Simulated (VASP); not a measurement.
# Osmium with PBEsol: from relaxation to properties

What structure does Osmium take at this level, and what are its properties? The steps: relaxing cell and atoms (PBEsol), single point with fields (PBEsol), band structure (PBEsol), density of states (PBEsol), vibrations at Γ (PBEsol), volume scan with PBEsol, fit for PBEsol and independent-particle dielectric function (PBEsol). The start is a cell from a database of measured crystal structures.

Main program and level: VASP 6.6.1; PBEsol; plane waves and PAW (Os).

This is a report of a sequence of runs, with most program output left out.

**1. The starting structure**

Before any relaxation, the start is as follows. Symmetry: P6_3/mmc, No. 194, hexagonal system. The conventional cell has a = 2.734 Å, b = 2.734 Å, c = 4.320 Å, α = 90.00°, β = 90.00°, γ = 120.00°. Nearest to Os lie 12 Os at 2.68 to 2.73 Å.

**2. Relaxing cell and atoms (PBEsol)**

The start need not lie at this functional's minimum. ISIF = 3 frees volume, shape and positions, and EDIFFG sets the threshold on forces and stress at which the search stops. PBEsol restores the gradient expansion of exchange and is tuned for the cells of solids.

INCAR reads:

```
SYSTEM = Os
PREC = Accurate
ENCUT = 400
EDIFF = 1E-06
NELM = 100
ISMEAR = 1
SIGMA = 0.2
LREAL = .FALSE.
ALGO = Normal
GGA = PS
NBANDS = 14
LORBIT = 11
LWAVE = .FALSE.
LCHARG = .FALSE.
KPAR = 2
IBRION = 2
NSW = 60
ISIF = 3
EDIFFG = -0.01
```

POSCAR reads:

```
Os
1.0
    2.7341000000      0.0000000000      0.0000000000
   -1.3670500000      2.3678000565      0.0000000000
    0.0000000000      0.0000000000      4.3197000000
Os
2
Direct
    0.3333333333      0.6666666667      0.2500000000
    0.6666666667      0.3333333333      0.7500000000
```

KPOINTS reads:

```
Automatic mesh
0
Gamma
11 11 6
0 0 0
```

Potentials, in the order of the species: Os (PBE family, release 64).

Launch:

```bash
$ mpirun -np 2 vasp_std
```

It took 16 s on 2 MPI ranks of AMD EPYC 7R43, shared host; peak memory 0.23 GiB; 30 s of CPU time.

The k-mesh is coarse for a metal. The PAW data sets were made with PBE, which is usual practice but a small mismatch for other functionals. The run keeps the 24 symmetry operations of its start, so it cannot find a distortion of lower symmetry.

Relaxation path:

| step | energy less that of the first step (eV) | largest force (eV/Å) | pressure (GPa) | volume (Å³) |
| --- | --- | --- | --- | --- |
| 1 | 0.0000 | 0.0000 | -2.31 | 27.96 |
| 2 | 0.0217 | 0.0000 | 11.33 | 27.16 |
| 3 | -0.0011 | 0.0000 | -0.02 | 27.82 |

| conventional cell, symmetrised | before | after | change |
| --- | --- | --- | --- |
| a (Å) | 2.734 | 2.729 | -0.2 % |
| b (Å) | 2.734 | 2.729 | -0.2 % |
| c (Å) | 4.320 | 4.312 | -0.2 % |
| volume (Å³/atom) | 13.98 | 13.91 | -0.5 % |

The relaxed structure:

```cif
data_structure
_symmetry_space_group_name_H-M 'P 1'
_symmetry_Int_Tables_number 1
_cell_length_a 2.7293
_cell_length_b 2.7293
_cell_length_c 4.3121
_cell_angle_alpha 90.000
_cell_angle_beta 90.000
_cell_angle_gamma 120.000
_cell_volume 27.82
loop_
_atom_site_label
_atom_site_type_symbol
_atom_site_fract_x
_atom_site_fract_y
_atom_site_fract_z
_atom_site_occupancy
Os1 Os 0.33333 0.66667 0.25000 1
Os2 Os 0.66667 0.33333 0.75000 1
```

This step gave:

```
electrons                       : 16
bands                           : 14
irreducible k-points            : 64
symmetry operations             : 24
free energy (TOTEN)             : -24.47 eV
energy at zero smearing         : -24.47 eV
Fermi energy                    : 9.342 eV
pressure                        : -0.01614 GPa
metallic                        : yes
SCF cycles over all ionic steps : 26
```

It ends with forces that vanish by symmetry and a pressure of -0.02 GPa. The volume lies -0.5 % from that of the database's start, which holds the thermal and zero-point expansion of its experiment.

**3. Single point with fields (PBEsol)**

The relaxed cell gets a fresh self-consistent run, on a basis set for its own volume, to fix the density and to check the remaining stress.

INCAR, as its differences from that of step 2:

```diff
@@ -13,7 +13,5 @@
 LWAVE = .FALSE.
-LCHARG = .FALSE.
-KPAR = 2
-IBRION = 2
-NSW = 60
-ISIF = 3
-EDIFFG = -0.01
+LCHARG = .TRUE.
+ISIF = 2
+LELF = .TRUE.
+LVHAR = .TRUE.
```

POSCAR reads:

```
Os
1.0
    2.7293497425      0.0000000000      0.0000000000
   -1.3646748713      2.3636862129      0.0000000000
    0.0000000000      0.0000000000      4.3121492396
Os
2
Direct
    0.3333333333      0.6666666667      0.2500000000
    0.6666666667      0.3333333333      0.7500000000
```

KPOINTS is that of step 2.

Launch:

```bash
$ mpirun -np 2 vasp_std
```

Elapsed: 8.4 s, on 2 MPI ranks; peak memory 0.18 GiB.

Numbers from this step:

```
SCF cycles : 12
pressure   : -0.02319 GPa
```

Valence electrons inside each PAW sphere by angular momentum. Sphere charges, by row:

| atom | s (e) | p (e) | d (e) | tot (e) |
| --- | --- | --- | --- | --- |
| Os1 | 0.665 | 0.797 | 6.045 | 7.506 |
| Os2 | 0.665 | 0.797 | 6.045 | 7.506 |

Valence density in the ac plane at fractional y = 0.333, with atoms of Os within 0.2 Å of it. It is the smooth field of the valence electrons, not physical close to the nuclei.

Values in e/Å³, 22 rows by 14 columns:
```
0.4 0.4 0.3 0.3 0.4 0.4 0.5 0.6 0.7 0.7 0.7 0.7 0.6 0.5
0.5 0.4 0.3 0.3 0.4 0.5 0.7 0.9 1.0 1.0 1.0 1.0 0.8 0.6
0.6 0.4 0.4 0.4 0.5 0.6 0.9 1.1 1.2 1.3 1.3 1.2 1.0 0.8
0.7 0.5 0.4 0.4 0.5 0.7 1.0 1.3 1.5 1.6 1.6 1.4 1.2 0.9
0.7 0.5 0.4 0.4 0.6 0.8 1.1 1.4 1.6 1.9 1.8 1.5 1.3 1.0
0.7 0.5 0.4 0.4 0.6 0.8 1.1 1.4 1.6 1.9 1.8 1.5 1.3 1.0
0.7 0.5 0.4 0.4 0.5 0.7 1.0 1.3 1.5 1.6 1.6 1.4 1.2 0.9
0.6 0.4 0.4 0.4 0.5 0.6 0.9 1.1 1.2 1.3 1.3 1.2 1.0 0.8
0.5 0.4 0.3 0.3 0.4 0.5 0.7 0.9 1.0 1.0 1.0 1.0 0.8 0.6
0.4 0.4 0.3 0.3 0.4 0.4 0.5 0.6 0.7 0.7 0.7 0.7 0.6 0.5
0.4 0.4 0.3 0.3 0.4 0.4 0.4 0.5 0.5 0.5 0.5 0.5 0.5 0.4
0.4 0.4 0.4 0.4 0.4 0.4 0.4 0.4 0.4 0.4 0.4 0.4 0.4 0.4
0.5 0.5 0.5 0.5 0.5 0.5 0.4 0.4 0.4 0.4 0.4 0.4 0.4 0.4
0.6 0.6 0.7 0.7 0.6 0.5 0.5 0.4 0.4 0.3 0.3 0.4 0.4 0.5
0.7 0.8 0.8 0.8 0.7 0.6 0.5 0.4 0.4 0.3 0.3 0.4 0.4 0.5
0.7 0.8 0.9 0.9 0.8 0.7 0.5 0.4 0.4 0.3 0.3 0.4 0.5 0.6
0.7 0.8 0.9 0.9 0.8 0.7 0.5 0.4 0.4 0.3 0.3 0.4 0.5 0.6
0.7 0.8 0.8 0.8 0.7 0.6 0.5 0.4 0.4 0.3 0.3 0.4 0.4 0.5
0.6 0.6 0.7 0.7 0.6 0.5 0.5 0.4 0.4 0.3 0.3 0.4 0.4 0.5
0.5 0.5 0.5 0.5 0.5 0.5 0.4 0.4 0.4 0.4 0.4 0.4 0.4 0.4
0.4 0.4 0.4 0.4 0.4 0.4 0.4 0.4 0.4 0.4 0.4 0.4 0.4 0.4
0.4 0.4 0.3 0.3 0.4 0.4 0.4 0.5 0.5 0.5 0.5 0.5 0.5 0.4
```
Columns run along a (2.7 Å), rows up along c (4.3 Å). Atoms in or near the plane, at fractional coordinates: Os at (0.67, 0.75).

ELF in the ac plane at fractional y = 0.333, with atoms of Os within 0.2 Å of it. It is the smooth field of the valence electrons, not physical close to the nuclei.

Ten even steps from '0' (0.00) to '9' (0.43):
```
88888887666788
78888775423467
78987753100136
78998631000014
78998620000003
78998620000003
78998631000014
78987753100136
78888775423467
88888887666788
98778998777789
87667999878899
76667899988998
76566788888888
76556777788777
75556777777777
75556777777777
76556777788777
76566788888888
76667899988998
87667999878899
98778998777789
```
Columns run along a (2.7 Å), rows up along c (4.3 Å). Atoms in or near the plane, at fractional coordinates: Os at (0.67, 0.75).

Electrostatic potential energy in the ac plane at fractional y = 0.333, with atoms of Os within 0.2 Å of it. With pseudopotentials it is smooth inside the atoms' cores, unlike the true potential.

Ten even steps from '_' (-41 eV) to '@' (0 eV):
```
@@@@@@@@@@@@%%##**++++**##%%
%%@@@@@@@@%%**++==----==++##
##@@@@@@%%**++--......::--++
**%%@@@@%%++--..________::==
**%%@@@@##++--..________..--
**%%@@@@##++--..________..--
**%%@@@@%%++--..________::==
##@@@@@@%%**++--......::--++
%%@@@@@@@@%%**++==----==++##
@@@@@@@@@@@@%%##**++++**##%%
@@@@@@@@@@@@@@%%%%%%%%%%%%@@
@@@@%%%%@@@@@@@@@@@@@@@@@@@@
%%%%####%%%%@@@@@@@@@@@@@@@@
##********##%%@@@@@@@@@@@@%%
**++++++**##%%@@@@@@@@@@%%##
**++====++**##%%@@@@@@@@%%##
**++====++**##%%@@@@@@@@%%##
**++++++**##%%@@@@@@@@@@%%##
##********##%%@@@@@@@@@@@@%%
%%%%####%%%%@@@@@@@@@@@@@@@@
@@@@%%%%@@@@@@@@@@@@@@@@@@@@
@@@@@@@@@@@@@@%%%%%%%%%%%%@@
```
Columns run along a (2.7 Å; values clipped at the 3rd and 97th percentile), rows up along c (4.3 Å). Atoms in or near the plane, at fractional coordinates: Os at (0.67, 0.75).

In this run the pressure is -0.02 GPa, small enough to go on.

**4. Band structure (PBEsol)**

Levels along the symmetry lines show where the bands peak and cross; KPOINTS_OPT computes them in the converged potential.

INCAR reads:

```
SYSTEM = Os
PREC = Accurate
ENCUT = 400
EDIFF = 1E-06
NELM = 100
ISMEAR = 1
SIGMA = 0.2
LREAL = .FALSE.
ALGO = Normal
GGA = PS
NBANDS = 20
LORBIT = 11
LWAVE = .FALSE.
LCHARG = .FALSE.
KPAR = 2
```

POSCAR is that of step 3.

KPOINTS is that of step 3.

KPOINTS_OPT reads:

```
Line mode
16
Line-mode
Reciprocal
  0.00000000   0.00000000   0.00000000 GAMMA
  0.50000000   0.00000000   0.00000000 M

  0.50000000   0.00000000   0.00000000 M
  0.33333333   0.33333333   0.00000000 K

  0.33333333   0.33333333   0.00000000 K
  0.00000000   0.00000000   0.00000000 GAMMA

  0.00000000   0.00000000   0.00000000 GAMMA
  0.00000000   0.00000000   0.50000000 A

  0.00000000   0.00000000   0.50000000 A
  0.50000000   0.00000000   0.50000000 L

  0.50000000   0.00000000   0.50000000 L
  0.33333333   0.33333333   0.50000000 H

  0.33333333   0.33333333   0.50000000 H
  0.00000000   0.00000000   0.50000000 A

  0.50000000   0.00000000   0.50000000 L
  0.50000000   0.00000000   0.00000000 M

  0.33333333   0.33333333   0.00000000 K
  0.33333333   0.33333333   0.50000000 H
```

Launch:

```bash
$ mpirun -np 2 vasp_std
```

The job ended after 19 s (2 MPI ranks; peak memory 0.25 GiB; 37 s of CPU time).

Spin-orbit coupling is off here; with elements this heavy it splits and shifts levels by tenths of an eV or more.

Numbers from this step:

```
bands    : 20
pressure : -0.02446 GPa
```

Electronic bands along the path, in eV, zero at the Fermi level; # counts the bands kept:

| point | #5 | #6 | #7 | #8 | #9 | #10 | #11 | #12 |
| --- | --- | --- | --- | --- | --- | --- | --- | --- |
| Γ | -2.79 | -2.19 | -2.19 | -1.53 | -1.53 | 0.04 | 1.76 | 1.76 |
| 0.53 of the way | -3.00 | -2.81 | -2.00 | -0.67 | -0.47 | -0.01 | 2.52 | 8.06 |
| M | -2.90 | -2.55 | -1.86 | 2.12 | 2.69 | 2.81 | 4.51 | 5.80 |
| 0.47 of the way | -3.64 | -2.78 | -1.71 | 1.77 | 2.17 | 2.45 | 4.93 | 5.95 |
| K | -3.42 | -3.42 | -1.30 | 1.55 | 1.55 | 2.14 | 5.44 | 5.44 |
| 0.53 of the way | -3.21 | -3.00 | -1.72 | -1.11 | -0.36 | 0.53 | 2.34 | 8.30 |
| Γ | -2.79 | -2.19 | -2.19 | -1.53 | -1.53 | 0.04 | 1.76 | 1.76 |
| 0.47 of the way | -3.15 | -2.58 | -2.58 | -1.71 | -0.67 | -0.67 | 1.77 | 1.77 |
| A | -3.24 | -3.24 | -3.24 | -3.24 | 0.96 | 0.96 | 0.96 | 0.96 |
| 0.47 of the way | -3.19 | -3.19 | -1.95 | -1.95 | 0.88 | 0.88 | 1.76 | 1.76 |
| L | -1.17 | -1.17 | -0.13 | -0.13 | 2.46 | 2.46 | 3.38 | 3.38 |
| 0.47 of the way | -2.69 | -2.69 | -0.54 | -0.54 | 2.07 | 2.07 | 5.48 | 5.48 |
| H | -3.42 | -3.42 | -1.32 | -1.32 | 1.70 | 1.70 | 8.44 | 8.44 |
| 0.47 of the way | -3.75 | -3.75 | -1.61 | -1.61 | 1.74 | 1.74 | 2.31 | 2.31 |
| A | -3.24 | -3.24 | -3.24 | -3.24 | 0.96 | 0.96 | 0.96 | 0.96 |
| jump to L | -1.17 | -1.17 | -0.13 | -0.13 | 2.46 | 2.46 | 3.38 | 3.38 |
| 0.53 of the way | -3.00 | -1.96 | -0.07 | 1.36 | 2.32 | 2.63 | 3.48 | 5.24 |
| M | -2.90 | -2.55 | -1.86 | 2.12 | 2.69 | 2.81 | 4.51 | 5.80 |
| jump to K | -3.42 | -3.42 | -1.30 | 1.55 | 1.55 | 2.14 | 5.44 | 5.44 |
| 0.53 of the way | -3.44 | -3.44 | -1.48 | 0.27 | 1.70 | 1.70 | 6.46 | 6.46 |
| H | -3.42 | -3.42 | -1.32 | -1.32 | 1.70 | 1.70 | 8.44 | 8.44 |

There is no gap at this level.

**5. Density of states (PBEsol)**

Here the states are counted by energy and projected on the atoms. The mesh is finer than in the run before.

INCAR, as its differences from that of step 4:

```diff
@@ -5,3 +5,3 @@
 NELM = 100
-ISMEAR = 1
+ISMEAR = -5
 SIGMA = 0.2
@@ -15 +15,2 @@
 KPAR = 2
+NEDOS = 2001
```

POSCAR is that of step 4.

KPOINTS reads:

```
Automatic mesh
0
Gamma
16 16 9
0 0 0
```

Launch:

```bash
$ mpirun -np 2 vasp_std
```

Elapsed: 23 s, on 2 MPI ranks; peak memory 0.29 GiB; 44 s of CPU time.

With tetrahedra the forces and stress of a metal are not exact derivatives of the energy.

Numbers from this step:

```
irreducible k-points   : 150
free energy (TOTEN)    : -24.48 eV
Fermi energy           : 9.422 eV
pressure               : -0.1934 GPa
DOS at the Fermi level : 1.204 states/eV/cell
```

The density of states has structure finer than the step of the table below, so its rows give means over 0.5 eV, whole bins alone (the curve runs from -12.0 to 7.98 eV). Peaks (eV: height): total -4.66: 3.72, -3.64: 4.17, -2.67: 3.15, 2.21: 3.28; Os d -4.66: 2.98, -3.64: 3.49, -2.67: 2.68, 2.21: 3.11; Os p -5.54: 0.302, -4.66: 0.393, -3.64: 0.418, -2.06: 0.418; Os s -7.71: 0.530, -5.59: 0.152, -4.66: 0.114, 6.09: 0.145.

States under -12.0 eV and over 8.0 eV are left out. Table of density of states by energy, zero at the Fermi level; means over each step; values in states/eV/cell:

| energy (eV) | total | Os d | Os p | Os s |
| --- | --- | --- | --- | --- |
| -11.5 | 0 | 0 | 0 | 0 |
| -11.0 | 0.0185 | 0 | 3.0e-4 | 0.0155 |
| -10.5 | 0.0763 | 2.2e-4 | 0.00297 | 0.0622 |
| -10.0 | 0.118 | 0.00160 | 0.00794 | 0.0920 |
| -9.5 | 0.160 | 0.00512 | 0.0149 | 0.118 |
| -9.0 | 0.218 | 0.0137 | 0.0252 | 0.151 |
| -8.5 | 0.286 | 0.0315 | 0.0374 | 0.181 |
| -8.0 | 0.584 | 0.184 | 0.0620 | 0.278 |
| -7.5 | 1.53 | 0.829 | 0.106 | 0.475 |
| -7.0 | 1.84 | 1.21 | 0.123 | 0.372 |
| -6.5 | 2.14 | 1.57 | 0.147 | 0.271 |
| -6.0 | 1.49 | 1.13 | 0.140 | 0.127 |
| -5.5 | 2.03 | 1.60 | 0.212 | 0.0990 |
| -5.0 | 2.06 | 1.64 | 0.227 | 0.0540 |
| -4.5 | 2.39 | 1.89 | 0.281 | 0.0654 |
| -4.0 | 1.05 | 0.845 | 0.117 | 0.0242 |
| -3.5 | 3.12 | 2.64 | 0.283 | 0.0533 |
| -3.0 | 2.63 | 2.19 | 0.245 | 0.0647 |
| -2.5 | 2.61 | 2.15 | 0.279 | 0.0512 |
| -2.0 | 2.68 | 2.13 | 0.363 | 0.0477 |
| -1.5 | 1.70 | 1.35 | 0.225 | 0.0238 |
| -1.0 | 1.44 | 1.18 | 0.166 | 0.0152 |
| -0.5 | 1.25 | 1.07 | 0.101 | 0.00997 |
| 0.0 | 1.20 | 1.06 | 0.0726 | 0.00913 |
| 0.5 | 1.27 | 1.16 | 0.0450 | 0.0101 |
| 1.0 | 1.57 | 1.45 | 0.0457 | 0.0136 |
| 1.5 | 2.24 | 2.08 | 0.0606 | 0.0223 |
| 2.0 | 2.81 | 2.65 | 0.0581 | 0.0267 |
| 2.5 | 2.14 | 2.00 | 0.0625 | 0.0295 |
| 3.0 | 0.656 | 0.515 | 0.0791 | 0.0355 |
| 3.5 | 0.575 | 0.412 | 0.0954 | 0.0400 |
| 4.0 | 0.587 | 0.391 | 0.118 | 0.0473 |
| 4.5 | 0.528 | 0.321 | 0.122 | 0.0526 |
| 5.0 | 0.516 | 0.281 | 0.131 | 0.0654 |
| 5.5 | 0.496 | 0.238 | 0.138 | 0.0763 |
| 6.0 | 0.606 | 0.262 | 0.173 | 0.111 |
| 6.5 | 0.491 | 0.198 | 0.160 | 0.0830 |
| 7.0 | 0.382 | 0.145 | 0.132 | 0.0639 |
| 7.5 | 0.283 | 0.104 | 0.0891 | 0.0559 |

The finer mesh and the other smearing move the Fermi level by +0.08 eV from the 11×11×6 run, one measure of the sampling error in the zero of the bands above. Of the states within 0.3 eV of the Fermi level, the largest shares in the PAW spheres are Os d 89 % and Os p 6 %. The rest lies in smaller channels or between the spheres.

**6. Vibrations at Γ (PBEsol)**

Zone-centre modes test whether the atoms sit at a minimum within this cell. IBRION = 8 takes the force constants from linear response, which needs tightly converged orbitals.

INCAR reads:

```
SYSTEM = Os
PREC = Accurate
ENCUT = 400
EDIFF = 1E-08
NELM = 100
ISMEAR = 1
SIGMA = 0.2
LREAL = .FALSE.
ALGO = Normal
GGA = PS
NBANDS = 14
LORBIT = 11
LWAVE = .FALSE.
LCHARG = .FALSE.
KPAR = 2
IBRION = 8
ISIF = 2
```

POSCAR is that of step 5.

KPOINTS is that of step 5.

Launch:

```bash
$ mpirun -np 2 vasp_std
```

Wall time 2.8 min (2 MPI ranks); peak memory 0.8 GiB; 5.5 min of CPU time.

Energies printed during the response cycles are not total energies of the cell.

Numbers from this step:

* bands: 14
* pressure of the cell: -0.2860 GPa
* largest force of the cell: 0 eV/Å
* Fermi energy: 9.404 eV

Modes at Γ:

| mode | frequency (cm⁻¹) | symmetry |
| --- | --- | --- |
| 1 | 0.0 | acoustic |
| 2 | 0.0 | acoustic |
| 3 | 0.0 | acoustic |
| 4 | 170.0 | E2g |
| 5 | 170.0 | E2g |
| 6 | 222.2 | Bg |

Displacements in mode 4 (170.0 cm⁻¹), the largest set to 1:
```
Os1 -1.00 -0.28  0.00
Os2  1.00  0.28  0.00
```

Displacements in mode 6 (222.2 cm⁻¹), the largest set to 1:
```
Os1  0.00  0.00 -1.00
Os2  0.00  0.00  1.00
```

The three acoustic modes come out at zero, and all others are real. By the characters of their eigenvectors the optical modes sort into (cm⁻¹) Raman active: E2g 170; silent: Bg 222. B labels carry no number here, since it depends on the setting of the axes. With a centre of inversion no mode is active in both.

**7. Volume scan with PBEsol, volume scale 0.94**

An equation of state needs energies on both sides of the minimum, all on one mesh and cutoff.

INCAR, as its differences from that of step 6:

```diff
@@ -3,3 +3,3 @@
 ENCUT = 400
-EDIFF = 1E-08
+EDIFF = 1E-06
 NELM = 100
@@ -15,3 +15,2 @@
 KPAR = 2
-IBRION = 8
 ISIF = 2
```

POSCAR reads:

```
Os
1.0
    2.6736330936      0.0000000000      0.0000000000
   -1.3368165468      2.3154341795      0.0000000000
    0.0000000000      0.0000000000      4.2241214938
Os
2
Direct
    0.3333333333      0.6666666667      0.2500000000
    0.6666666667      0.3333333333      0.7500000000
```

KPOINTS reads:

```
Automatic mesh
0
Gamma
11 11 6
0 0 0
```

Launch:

```bash
$ mpirun -np 2 vasp_std
```

Wall time 8 s (2 MPI ranks); peak memory 0.22 GiB.

The scan keeps the cell's shape and the fractional positions fixed.

This step gave:

```yaml
irreducible_k_points: 64
free_energy_toten: -24.31 eV
energy_at_zero_smearing: -24.31 eV
fermi_energy: 10.31 eV
pressure: 31.83 GPa
```

The pressure here is 31.83 GPa.

**8. Volume scan with PBEsol, volume scale 0.96**

INCAR is that of step 7.

POSCAR reads:

```
Os
1.0
    2.6924621160      0.0000000000      0.0000000000
   -1.3462310581      2.3317405913      0.0000000000
    0.0000000000      0.0000000000      4.2538698084
Os
2
Direct
    0.3333333333      0.6666666667      0.2500000000
    0.6666666667      0.3333333333      0.7500000000
```

KPOINTS is that of step 7.

Launch:

```bash
$ mpirun -np 2 vasp_std
```

It took 8 s on 2 MPI ranks; peak memory 0.21 GiB.

Numbers from this step:

```
free energy (TOTEN)     : -24.40 eV
energy at zero smearing : -24.40 eV
Fermi energy            : 9.978 eV
pressure                : 19.94 GPa
```

The pressure falls from 31.83 to 19.94 GPa.

The run ends at a pressure of 19.94 GPa.

**9. Volume scan with PBEsol, volume scale 0.98**

INCAR is that of step 8.

POSCAR reads:

```
Os
1.0
    2.7110314071      0.0000000000      0.0000000000
   -1.3555157036      2.3478220690      0.0000000000
    0.0000000000      0.0000000000      4.2832077687
Os
2
Direct
    0.3333333333      0.6666666667      0.2500000000
    0.6666666667      0.3333333333      0.7500000000
```

KPOINTS is that of step 8.

Launch:

```bash
$ mpirun -np 2 vasp_std
```

The job ended after 8 s (2 MPI ranks; peak memory 0.22 GiB).

The pressure falls from 19.94 to 9.37 GPa.

The run ends at a pressure of 9.37 GPa.

**10. Volume scan with PBEsol, volume scale 1**

INCAR is that of step 9.

POSCAR reads:

```
Os
1.0
    2.7293497425      0.0000000000      0.0000000000
   -1.3646748713      2.3636862129      0.0000000000
    0.0000000000      0.0000000000      4.3121492396
Os
2
Direct
    0.3333333333      0.6666666667      0.2500000000
    0.6666666667      0.3333333333      0.7500000000
```

KPOINTS is that of step 9.

Launch:

```bash
$ mpirun -np 2 vasp_std
```

Elapsed: 8 s, on 2 MPI ranks; peak memory 0.22 GiB; 15 s of CPU time.

The pressure falls from 9.37 to -0.02 GPa.

The run ends at a pressure of -0.02 GPa.

**11. Volume scan with PBEsol, volume scale 1.02**

INCAR is that of step 10.

POSCAR reads:

```
Os
1.0
    2.7474254331      0.0000000000      0.0000000000
   -1.3737127166      2.3793402202      0.0000000000
    0.0000000000      0.0000000000      4.3407073516
Os
2
Direct
    0.3333333333      0.6666666667      0.2500000000
    0.6666666667      0.3333333333      0.7500000000
```

KPOINTS is that of step 10.

Launch:

```bash
$ mpirun -np 2 vasp_std
```

Run time: 8.2 s. Hardware: 2 MPI ranks; peak memory 0.22 GiB; 15 s of CPU time.

The pressure falls from -0.02 to -8.37 GPa.

The run ends at a pressure of -8.37 GPa.

**12. Volume scan with PBEsol, volume scale 1.04**

INCAR is that of step 11.

POSCAR reads:

```
Os
1.0
    2.7652663579      0.0000000000      0.0000000000
   -1.3826331790      2.3947909143      0.0000000000
    0.0000000000      0.0000000000      4.3688945528
Os
2
Direct
    0.3333333333      0.6666666667      0.2500000000
    0.6666666667      0.3333333333      0.7500000000
```

KPOINTS is that of step 11.

Launch:

```bash
$ mpirun -np 2 vasp_std
```

It took 8.2 s on 2 MPI ranks; peak memory 0.21 GiB.

The pressure falls from -8.37 to -15.78 GPa.

The run ends at a pressure of -15.78 GPa.

**13. Volume scan with PBEsol, volume scale 1.06**

A prediction first. A parabola through the 6 pressures of evenly scaled cells so far, P = -0.05 -444.6 t +1133 t² GPa with t = ln(V/V₁) and V₁ the volume at scale 1, gives -22.11 GPa at t = +0.0583.

INCAR is that of step 12.

POSCAR reads:

```
Os
1.0
    2.7828799943      0.0000000000      0.0000000000
   -1.3914399972      2.4100447709      0.0000000000
    0.0000000000      0.0000000000      4.3967226569
Os
2
Direct
    0.3333333333      0.6666666667      0.2500000000
    0.6666666667      0.3333333333      0.7500000000
```

KPOINTS is that of step 12.

Launch:

```bash
$ mpirun -np 2 vasp_std
```

The job ended after 8.6 s (2 MPI ranks; peak memory 0.21 GiB; 16 s of CPU time).

The pressure falls from -15.78 to -22.35 GPa. The parabola predicted -22.11 GPa, +0.24 GPa off.

[end of part 1 of 2]

[Lines on the potential files, build, host, timing and source positions are cut from VASP's logs without a mark.]

[Logs are printed without paths, hosts, clocks, repeated set-up lines and the standing remarks that a program may print on its own settings, such as how far it seeks lower states.]

[Hosts, paths, dates, database ids (printed as entryN), source tags and the programs' standing remarks are cut or masked in the printed files.]

[A measured line is paired with the nearest computed mode of its activity, which favours agreement.]
